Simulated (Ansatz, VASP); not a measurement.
**N: VASP beside Ansatz**

Wanted: the spread between two codes on one cell, functional and k mesh. Of the first pair: The cell is taken from a series of runs on this material, whose earlier steps may have relaxed, scaled, displaced or heated it; both programs get it as it stands.

Method: plane waves, with VASP 6.6.1 beside it; relaxation of cell and atoms at LDA, relaxation of cell and atoms at BLYP and zone-centre phonons at LDA, in Ansatz 0.2.0.

## (1) The starting structure

Symmetry: P6_3/mmc, No. 194, hexagonal system. Conventional cell: a = 2.509 Å, b = 2.509 Å, c = 2.402 Å, α = 90.00°, β = 90.00°, γ = 120.00°. Nearest to N lie 6 N at 1.88 Å.

## (2) Ansatz: relaxation of cell and atoms, LDA

Ansatz runs on its default PAW (the set named soft_2) files.

The relaxed volume is the usual yardstick between codes: in a stiff, nearly cubic crystal its relative difference is about their pressure difference at one cell divided by the bulk modulus.

Input file input.yaml:

```yaml
crystal:
  lattice:
    - [2.5087381703, 0.0, 0.0]
    - [-1.2543690851, 2.1726309869, 0.0]
    - [0.0, 0.0, 2.4015801828]
  atoms:
    - { symbol: "N", position: [0.6666666667, 0.3333333333, 0.25] }
    - { symbol: "N", position: [0.3333333333, 0.6666666667, 0.75] }
kpoints:
  mp_grid: { grid: [18, 18, 16] }
hamiltonian:
  xc: lda
scf:
  occupations: { method: methfessel_paxton, width: 0.15 }
output:
  forces: true
  stress: true
  eigenvalues: true
relax:
  adjacent_minimum: "off"
  f_tol: 0.001
  max_steps: 60
  cell: { stress_tol: 0.01 }
```

The run is started by

```sh
$ ansatz run input.yaml --threads 4 --pin off --max-ram 7168MiB --backend cpu --events-out ev --progress --plain --runs-dir out
```

Numbers of over 12 decimals in the logs are rounded to 6 here.

Log:

```text
Engine: ansatz 0.2.0, aarch64-unknown-linux-gnu
Pseudopotentials: kind: paw
Pseudopotential: N, paw, valence charge 5, recommended cutoff 420 eV (normal), N.paw.azcp
Functional definition: SPW92
  exchange = slater_x
  correlation = pw_c
Crystal: 2 atoms, lattice volume = 13.090 Å³
Basis set: ecut = 420 eV, 255 PW (Γ)
Bands: 9, of which v1, the nominal top of the filled ones, is band 5 counted from 1 (4 counted from 0)
Symmetry: 24 space group operations
Space group: P63/mmc (ITA 194), of the structure as read, at distance tolerance 2.4e-5 Å
k-points: 333 of 5184
Non-local potential: N, projectors of the file, l = 0: 2, l = 1: 2, l = 2: 1
PAW form: soft (Blöchl's): semilocal exchange-correlation on the pseudo side does not see the compensation charge
PAW frozen core: N, regenerated for the run's functional, and the local potential with it (the file was generated under x = pbe(κ = 0.804, μ = 0.219515), c = pbe(β = 0.066725))
PAW one-centre angular grid: N, 110 points (default); XC on 64 Gauss nodes
Initial density: superposition of atomic densities (neutral atoms: chi_scale 0, normalization atom), corrected by the library's trained network
Initial wavefunctions: pseudopotential atomic-orbital guess
Functional: x = slater, c = lda
SCF iter   1: F=—  HF=-740.851279 eV  |F-HF|=—  |Δ(HF+E_count)|=         —  Δρ=1.14e-2  dr2=7.69e-3  ethr=1.77e-3  ⟨swp⟩=4.6  Hψ=18382  notcnv=0
preconditioner: auto → none  [metal: Δε(μ)=0.028 eV  Ē_g=15.286 eV  σ=0.150 eV  W_gap=0.15  n_scr=0 (ndim 8)  ℏωp=32.5 eV  f_vac=0.000  D(μ)=0.58/eV (n_scr^D=2)]
SCF iter   2: F=—  HF=-740.849324 eV  |F-HF|=—  |Δ(HF+E_count)|=   1.95e-3  S|Δr|=    0.00e0  Δρ=4.63e-3  dr2=1.01e-3  ethr=7.69e-5  ⟨swp⟩=1.0  Hψ=5661  notcnv=0
SCF iter   3: F=—  HF=-740.849246 eV  |F-HF|=—  |Δ(HF+E_count)|=   7.89e-5  S|Δr|=    0.00e0  Δρ=6.21e-4  dr2=1.09e-5  ethr=1.01e-5  ⟨swp⟩=2.1  Hψ=4643  notcnv=0
SCF iter   4: F=—  HF=-740.849249 eV  |F-HF|=—  |Δ(HF+E_count)|=   3.61e-6  S|Δr|=    0.00e0  Δρ=2.77e-5  dr2=4.99e-8  ethr=1.00e-9  ⟨swp⟩=3.8  Hψ=13551  notcnv=0
SCF iter   5: F=-740.849249 eV  HF=-740.849249 eV  |F-HF|=3.94e-11  |Δ(HF+E_count)|=   1.93e-8  S|Δr|=    0.00e0  Δρ=1.45e-6  dr2=6.00e-11  ethr=4.99e-10  ⟨swp⟩=2.1  Hψ=10516  notcnv=0
SCF 1 converged in 5 iterations: F = -740.849249 eV  dr2 = 6.00e-11
  greatest PAW one-centre occupation: 0.848 electrons in one spin orbital (limit 2), on the N atom at site 1 (counted from 0), in its partial waves of l = 0
relax step   1: F+E_penalty+E_count = -740.84924914 eV  Δ(F+E_penalty+E_count) = +0.000e0 eV  max|allowed force component| = 1.018e-16 eV/Å  Δτ_max = 0.0000 Å  P = -0.229 GPa  Ω = 13.090 Å³  (5 SCF iters, dr2 threshold 1.00e-7 eV, accepted)
[... from here on, the SCF cycles and remarks between the steps are left out ...]
relax step   2: F+E_penalty+E_count = -740.84932099 eV  Δ(F+E_penalty+E_count) = -7.185e-5 eV  max|allowed force component| = 3.886e-16 eV/Å  Δτ_max = 0.0000 Å  P = -0.106 GPa  Ω = 13.084 Å³  energy of the carried Pulay correction = +6.503e-5 eV  (2 SCF iters, dr2 threshold 2.00e-7 eV, accepted)
relax step   3: F+E_penalty+E_count = -740.84940021 eV  Δ(F+E_penalty+E_count) = -7.921e-5 eV  max|allowed force component| = 1.480e-16 eV/Å  Δτ_max = 0.0000 Å  P = +0.017 GPa  Ω = 13.076 Å³  energy of the carried Pulay correction = +1.429e-4 eV  (3 SCF iters, dr2 threshold 3.15e-8 eV, accepted)
relax step   4: F+E_penalty+E_count = -740.84938664 eV  Δ(F+E_penalty+E_count) = +1.357e-5 eV  max|allowed force component| = 7.401e-17 eV/Å  Δτ_max = 0.0000 Å  P = +0.008 GPa  Ω = 13.077 Å³  energy of the carried Pulay correction = +1.288e-4 eV  (2 SCF iters, dr2 threshold 1.02e-8 eV, accepted)
relax step   5: F+E_penalty+E_count = -740.84938394 eV  Δ(F+E_penalty+E_count) = +2.693e-6 eV  max|allowed force component| = 2.776e-17 eV/Å  Δτ_max = 0.0000 Å  P = +0.000 GPa  Ω = 13.078 Å³  energy of the carried Pulay correction = +1.261e-4 eV  (2 SCF iters, dr2 threshold 2.08e-9 eV, accepted)
relax step   6: F+E_penalty+E_count = -740.84924446 eV  Δ(F+E_penalty+E_count) = +1.395e-4 eV  max|allowed force component| = 9.252e-18 eV/Å  Δτ_max = 0.0000 Å  P = -0.011 GPa  Ω = 13.078 Å³  stress off target by 1.07e-2 GPa  SCF on the basis re-selected at this cell (its energy is not comparable with the rows above)  (4 SCF iters)
relax step   7: F+E_penalty+E_count = -740.84925059 eV  Δ(F+E_penalty+E_count) = -6.130e-6 eV  max|allowed force component| = 2.498e-16 eV/Å  Δτ_max = 0.0000 Å  P = -0.000 GPa  Ω = 13.077 Å³  energy of the carried Pulay correction = +6.110e-6 eV  (2 SCF iters, dr2 threshold 2.88e-10 eV, accepted)
relax step   8: F+E_penalty+E_count = -740.84924007 eV  Δ(F+E_penalty+E_count) = +1.053e-5 eV  max|allowed force component| = 2.591e-16 eV/Å  Δτ_max = 0.0000 Å  P = -0.001 GPa  Ω = 13.077 Å³  stress off target by 1.13e-3 GPa  SCF on the basis re-selected at this cell (its energy is not comparable with the rows above)  (3 SCF iters)
basis re-selected at this cell: Δ(F+E_penalty+E_count) = +1.053e-5 eV, ΔP = -0.000 GPa vs the last step (what re-selecting the basis moved, of the pressure what is left beyond the Pulay correction that the steps carried, after the strain that the cell walked since its last selection, with what the two solves' SCF thresholds leave and, on support functions, any second-order correction that the steps lacked; it is no m [...]
SCF converged after 3 iterations
Stability not checked: this state was not tested for a lower state beside it, because cold or Methfessel-Paxton smearing, or corrected tetrahedra, fill the levels in a way that the test cannot read (fill_not_monotonic; see scf.lower_state_search)
Free energy (F): -740.849240 eV
Harris-Foulkes:  -740.849240 eV  (|F-HF|=0.00e0)
Internal energy: -740.849748 eV  (E = F + TS)
E sigma→0 (E₀):  -740.849367 eV
Entropy (-TS):   0.000508 eV (0.254 meV/atom)
Fermi energy:    10.574494 eV
--- Per-component energies (eV) ---
  E_band       = 19.957413
  E_kinetic    = 245.214646
  E_local      = -242.042440  (includes V_loc(G=0)·N_el)
  E_nonlocal   = 96.947581
  E_hartree    = 51.718898
  E_xc         = -116.165534
  E_vxc        = -148.265613  (∫ρ·V_xc dr)
  E_paw        = -231.839042  (= ΣΔE_a)
  E_vpaw       = -35.334685  (= ΣTr[D̂ρ^β])
  E_aug_tail   = 0.000131  (compensation charges beyond the density's cutoff)
  E_ewald      = -544.844075
  E_core_change = 0.160088  (= ΣΔE_core)
  E_smearing   = 0.000508  (= −TS)
  E_closure    = 0.000000  (closes the sum)
  Σ components = -740.849240   (vs F -740.849240, Δ=0.00e0)
--- Forces (eV/Å), atoms counted from 1 ---
  atom   1  N     -0.00000000    -0.00000000     0.00000000
  atom   2  N      0.00000000     0.00000000     0.00000000
  max |Σ_I F_I| component: 1.85e-17 eV/Å
--- Stress (GPa, compression-positive) ---
       -0.001132       0.000000       0.000000
        0.000000      -0.001132       0.000000
        0.000000       0.000000      -0.000597
  P = ⅓ Tr σ = -0.0010 GPa (-0.010 kbar)
--- Band table (eV; the first three rows and the last of 333) ---
  k-point 0: bands = ["-11.8455", "5.4996", "5.7403", "7.9175", "7.9175", "13.3179", "13.3179", "16.7802", "24.9055"]
  k-point 1: bands = ["-11.7630", "4.1376", "6.9330", "7.9772", "7.9772", "13.2936", "13.2936", "16.6883", "25.2387"]
  k-point 2: bands = ["-11.5157", "2.5421", "8.0518", "8.1542", "8.1542", "13.2159", "13.2159", "16.4190", "26.1932"]
  k-point 332: bands = ["-1.7586", "-1.7586", "1.6482", "1.6482", "6.4415", "6.4415", "16.6265", "16.6265", "30.9940"]
--- Relaxed structure (6 steps of the walk, 6 accepted, 2 SCFs on fresh bases) ---
  F+E_penalty+E_count = -740.84924007 eV   max|allowed force component| = 2.591e-16 eV/Å   (the final SCF, on the basis selected at the relaxed cell)
  cell:  # Å, volume = 13.0772 Å³
    - [2.507930, -2.885823442443108e-11, 0.0]
    - [-1.253965, 2.171931, 0.0]
    - [0.0, 0.0, 2.400785]
  atoms:
    - { symbol: N, position: [0.666667, 0.333333, 0.250000] }
    - { symbol: N, position: [0.333333, 0.666667, 0.75] }
```

## (3) VASP: relaxation of cell and atoms, LDA

The same cell, functional (in two slightly different forms), mesh and smearing now go to VASP, with its own data sets.

Lines of VASP's logs that name or quote its potential files are left out, and so is its time.

Input file INCAR:

```
SYSTEM = N
PREC = Accurate
ENCUT = 600
EDIFF = 1E-07
NELM = 120
ISMEAR = 1
SIGMA = 0.15
LREAL = .FALSE.
ALGO = Normal
GGA = CA
NBANDS = 11
LORBIT = 11
LWAVE = .FALSE.
LCHARG = .FALSE.
ISIF = 3
IBRION = 2
NSW = 80
EDIFFG = -0.005
LASPH = .TRUE.
GGA_COMPAT = .FALSE.
NELMIN = 4
KPAR = 2
```

Input file POSCAR:

```
N
1.0
    2.5087380000      0.0000000000      0.0000000000
   -1.2543690000      2.1726310000      0.0000000000
    0.0000000000      0.0000000000      2.4015800000
N
2
Direct
    0.6666665900      0.3333331799      0.2500000000
    0.3333334100      0.6666668201      0.7500000000
```

Input file KPOINTS:

```
Automatic mesh
0
Gamma
18 18 16
0 0 0
```

PAW data sets: N (LDA family, release 64).

The run is started by

```sh
$ mpirun -np 2 vasp_std
```

Log:

```text
[banner, memory and clock lines left out]
running    2 mpi-ranks, on    1 nodes
 distrk:  each k-point on    1 cores,    2 groups
 distr:  one band on    1 cores,    1 groups

 POSCAR found type information on POSCAR N
 POSCAR found :  1 types and       2 ions
 LDA part: xc-table for (Slater(with rela. corr.)+CA(PZ))
 , standard interpolation
 POSCAR, INCAR and KPOINTS ok, starting setup
 FFT: planning ... GRIDC
 FFT: planning ... GRID_SOFT
 FFT: planning ... GRID
 WAVECAR not read
 entering main loop
       N       E                     dE             d eps       ncg     rms          rms(c)
DAV:   1     0.237795587810E+02    0.23780E+02   -0.66224E+03  7521   0.996E+02
DAV:   2    -0.105855159719E+02   -0.34365E+02   -0.32679E+02  9731   0.174E+02
DAV:   3    -0.114084081198E+02   -0.82289E+00   -0.81009E+00  8598   0.230E+01
DAV:   4    -0.114102221145E+02   -0.18140E-02   -0.18136E-02  8130   0.125E+00
DAV:   5    -0.114102240369E+02   -0.19224E-05   -0.19220E-05  8637   0.415E-02    0.216E+00
DAV:   6    -0.114010675101E+02    0.91565E-02   -0.32650E-03  8112   0.516E-01    0.130E+00
DAV:   7    -0.113973196571E+02    0.37479E-02   -0.47091E-03  8145   0.637E-01    0.809E-02
DAV:   8    -0.113972624926E+02    0.57165E-04   -0.23542E-04  8283   0.139E-01    0.135E-02
DAV:   9    -0.113972635328E+02   -0.10403E-05   -0.25009E-06  8358   0.162E-02    0.713E-03
DAV:  10    -0.113972636832E+02   -0.15040E-06   -0.34086E-07  8379   0.490E-03    0.937E-04
DAV:  11    -0.113972636746E+02    0.86225E-08   -0.16482E-08  4215   0.113E-03
   1 F= -.11397264E+02 E0= -.11397429E+02  d E =-.113973E+02
 curvature:   0.00 expect dE= 0.000E+00 dE for cont linesearch  0.000E+00
 trial: gam= 0.00000 g(F)=  0.115E-41 g(S)=  0.286E-04 ort = 0.000E+00 (trialstep = 0.100E+01)
 search vector abs. value=  0.286E-04
 bond charge predicted
       N       E                     dE             d eps       ncg     rms          rms(c)
DAV:   1    -0.113973101130E+02   -0.46430E-04   -0.13660E-03  7779   0.355E-01    0.396E-02
DAV:   2    -0.113972820685E+02    0.28044E-04   -0.34815E-05  7989   0.544E-02    0.191E-02
DAV:   3    -0.113972741786E+02    0.78899E-05   -0.19854E-05  8037   0.373E-02    0.232E-03
DAV:   4    -0.113972741241E+02    0.54463E-07   -0.27181E-07  8091   0.523E-03
   2 F= -.11397274E+02 E0= -.11397435E+02  d E =-.104495E-04
 trial-energy change:   -0.000010  1 .order   -0.000011   -0.000029    0.000007
 step:   0.7958(harm=  0.7958)  dis= 0.00000  next Energy=   -11.397275 (dE=-0.114E-04)
 reached required accuracy - stopping structural energy minimisation
```

From OUTCAR (step 3):

```text
ion  position               nearest neighbor table
   1  0.667  0.333  0.250-
   2  0.333  0.667  0.750-

  LATTYP: Found a hexagonal cell.
 ALAT       =     2.5087380000
 C/A-ratio  =     0.9572860936

 Subroutine GETGRP returns: Found 24 space group operations
 (whereof 12 operations were pure point group operations)

The static configuration has the point symmetry D_3d.
 The point group associated with its full space group is D_6h.

 Found    333 irreducible k-points:

   k-points           NKPTS =    333   k-points in BZ     NKDIM =    333   number of bands    NBANDS=     11

   dimension x,y,z NGX =    20 NGY =   20 NGZ =   20
   dimension x,y,z NGXF=    40 NGYF=   40 NGZF=   40

   ENCUT  =  600.0 eV  44.10 Ry    6.64 a.u.   5.01  5.01  4.80*2*pi/ulx,y,z

   NELECT =      10.0000    total number of electrons

 k-points in reciprocal lattice and weights: Automatic mesh
   0.00000000  0.00000000  0.00000000       0.000
   0.05555556  0.00000000  0.00000000       0.001
   0.11111111  0.00000000  0.00000000       0.001
   0.16666667  0.00000000  0.00000000       0.001
   0.22222222  0.00000000  0.00000000       0.001
   0.27777778  0.00000000  0.00000000       0.001
   0.33333333  0.00000000  0.00000000       0.001
   0.38888889  0.00000000  0.00000000       0.001
   0.44444444  0.00000000  0.00000000       0.001
[...]
0.33333333  0.27777778  0.50000000       0.002
   0.33333333  0.33333333  0.50000000       0.000

 average (electrostatic) potential at core
       1 -63.2258       2 -63.2258

 E-fermi :   7.3579

 k-point     1 :       0.0000    0.0000    0.0000
  band No.  band energies     occupation
      1     -15.0511      2.00000
      2       2.3031      2.00000
      3       2.5147      2.00000
      4       4.7095      2.00000
      5       4.7095      2.00000
      6      10.0999     -0.00000
      7      10.0999     -0.00000
      8      13.5670      0.00000
      9      21.6656      0.00000
     10      25.1556      0.00000
    ...

 k-point     2 :       0.0556    0.0000    0.0000
  band No.  band energies     occupation
      1     -14.9753      2.00000
      2       1.9559      2.00000
      3       2.5762      2.00000
      4       4.5807      2.00000
      5       4.8272      2.00000
      6      10.0743     -0.00000
      7      10.2290     -0.00000
      8      13.4679      0.00000
      9      21.8535      0.00000
     10      25.0856      0.00000
    ...

 k-point     3 :       0.1111    0.0000    0.0000
  band No.  band energies     occupation
      1     -14.7484      2.00000
      2       1.0797      2.00000
      3       2.7592      2.00000
      4       4.2421      2.00000
      5       5.0471      2.00000
      6      10.0115     -0.00000
      7      10.5655      0.00000
      8      13.1778      0.00000
      9      22.3733      0.00000
     10      24.8808      0.00000
    ...

  Total        0.0061033      0.0061033     -0.0039428      0.0000000     -0.0000000      0.0000000
  in kB        0.7478689      0.7478690     -0.4831312      0.0000000     -0.0000000      0.0000000
  external PRESSURE =       0.3375356 kB  Pullay stress =       0.0000000 kB

  energy-cutoff  :      600.00
  volume of cell :       13.08
      direct lattice vectors                 reciprocal lattice vectors
     2.507266715  0.000000000  0.000000000     0.398840695  0.230270766  0.000000000
    -1.253633357  2.171356829 -0.000000000     0.000000000  0.460541532  0.000000000
     0.000000000 -0.000000000  2.401689406     0.000000000  0.000000000  0.416373573

 POSITION                                       TOTAL-FORCE (eV/Angst)
 -----------------------------------------------------------------------------------
      1.25363      0.72379      0.60042        -0.000000     -0.000000      0.000000
     -0.00000      1.44757      1.80127         0.000000      0.000000      0.000000
 -----------------------------------------------------------------------------------
    total drift:                               -0.000000     -0.000052      0.000002

  FREE ENERGIE OF THE ION-ELECTRON SYSTEM (eV)
  ---------------------------------------------------
  free  energy   TOTEN  =       -11.3972741241 eV

  energy  without entropy=      -11.3977564051  energy(sigma->0) =      -11.39743488

 reached required accuracy - stopping structural energy minimisation

 total charge
# of ion       s       p       d       tot
------------------------------------------
    1        1.373   1.987   0.000   3.360
    2        1.373   1.987   0.000   3.360
--------------------------------------------------
tot          2.746   3.975   0.000   6.721

[... 3 further parts left out ...]
```

## (4) Comparison

Known differences besides the potentials themselves: the two LDA forms differ slightly; the cutoff is 420 eV in Ansatz and 600 eV in VASP; VASP's log shows a relativistic correction to its local exchange, Ansatz's none; Ansatz adds a Pulay correction to the stress that steers its cell, VASP none. Total energies have different zeros and are not compared.

The two programs side by side:

| quantity | Ansatz | VASP | difference |
| --- | --- | --- | --- |
| volume (Å³) | 13.08 | 13.08 | +0.02 % |
| edge a after relaxation, in the typed setting (Å) | 2.508 | 2.507 | +0.02 % |
| edge c after relaxation, in the typed setting (Å) | 2.401 | 2.402 | -0.04 % |

## (5) Ansatz: relaxation of cell and atoms, BLYP

The relaxed volume is the usual yardstick between codes: in a stiff, nearly cubic crystal its relative difference is about their pressure difference at one cell divided by the bulk modulus.

The two relaxations start from unlike cells of this crystal, so only their ends are compared.

input.yaml, the sections that differ from step 2:

```yaml
crystal:
  lattice:
    - [2.5079300675, 0.0, 0.0]
    - [-1.2539650337, 2.1719311494, 0.0]
    - [0.0, 0.0, 2.4007851596]
  atoms:
    - { symbol: "N", position: [0.6666666667, 0.3333333333, 0.25] }
    - { symbol: "N", position: [0.3333333333, 0.6666666667, 0.75] }
hamiltonian:
  xc: blyp
  pseudopotentials: { kind: nc }
# kpoints, scf, output, relax: as in step 2
```

The run is started by

```sh
$ ansatz run input.yaml --threads 4 --pin off --max-ram 7168MiB --backend cpu --events-out ev --progress --plain --runs-dir out
```

Log:

```text
[...]
Crystal: 2 atoms, lattice volume = 13.077 Å³
Basis set: ecut = 1240 eV, 1279 PW (Γ), exchange–correlation on 60×60×60 points (8 copies of the dense FFT grid, shifted against one another)
Bands: 9, of which v1, the nominal top of the filled ones, is band 5 counted from 1 (4 counted from 0)
Symmetry: 24 space group operations
[...]
k-points: 333 of 5184
[...]
P = ⅓ Tr σ = 0.0060 GPa (0.060 kbar)
--- Band table (eV; the first three rows and the last of 333) ---
[...]
--- Relaxed structure (8 steps of the walk, 8 accepted, 2 SCFs on fresh bases) ---
[...]
cell:  # Å, volume = 15.3378 Å³
    - [2.657699, -3.0591453113853424e-11, 0.0]
    - [-1.328849, 2.301635, 0.0]
    - [0.0, 0.0, 2.507389]
  atoms:
    - { symbol: N, position: [0.666667, 0.333333, 0.250000] }
    - { symbol: N, position: [0.333333, 0.666667, 0.750000] }
[key lines of the parts left out:]
SCF converged after 4 iterations
Free energy (F): -581.357954 eV
Fermi energy:    8.321709 eV
```

(Part 1 of 2 ends here.)

[Lines on the potential files, build, host, timing and source positions are cut from VASP's logs without a mark.]

[Logs are printed without paths, hosts, clocks, repeated set-up lines and the standing remarks that a program may print on its own settings, such as how far it seeks lower states.]

[Hosts, paths, dates, database ids (printed as entryN), source tags and the programs' standing remarks are cut or masked in the printed files.]
